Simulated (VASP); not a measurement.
Computed with LDA (Ceperley-Alder, Perdew-Zunger), VASP's LDA PAW potentials (set 64) (plane waves; VASP).

A VASP calculation is set up with these files.

### KPOINTS
```
Automatic mesh
0
Gamma
8 8 8
0 0 0
```

**INCAR**
```
EDIFF = 1E-02
ENCUT = 400   ! plane-wave cut-off (eV)
SYSTEM = Li2O
NELM = 100
ISIF = 2   ! forces and stress, cell fixed
LCHARG = .FALSE.
LASPH = .TRUE.
LREAL = .FALSE.
ISMEAR = 0
PREC = Accurate
ALGO = Normal
LWAVE = .FALSE.
SIGMA = 0.01   ! width (eV)
```

### POSCAR
```
Li2O
1
    0.0000000000     2.3512870000     2.3512870000
    2.3512870000     0.0000000000     2.3512870000
    2.3512870000     2.3512870000     0.0000000000
Li O
2 1
Direct
  0.7500000000   0.7500000000   0.7500000000
  0.2500000000   0.2500000000   0.2500000000
  0.0000000000   0.0000000000   0.0000000000
```

POTCAR, in this order: Li_sv O (LDA.64 set). Program: vasp_std.

Question: What will the output report for the number of irreducible k-points (NKPTS), largest plane-wave count, number of space-group operations, FFT grid (NGX, NGY, NGZ)?

Answer: 
The number of irreducible k-points (NKPTS) is 29, the largest plane-wave count is 489 and the number of space-group operations comes out as 48. The FFT grid (NGX, NGY, NGZ) is 24 × 24 × 24.

The structure comes from a computed database's Li2O entry; how it stands against other phases isn't given here. The cell was not relaxed at this level. The run is one of a series of settings (EDIFF = 1E-02 against the base run), some of them coarse on purpose.
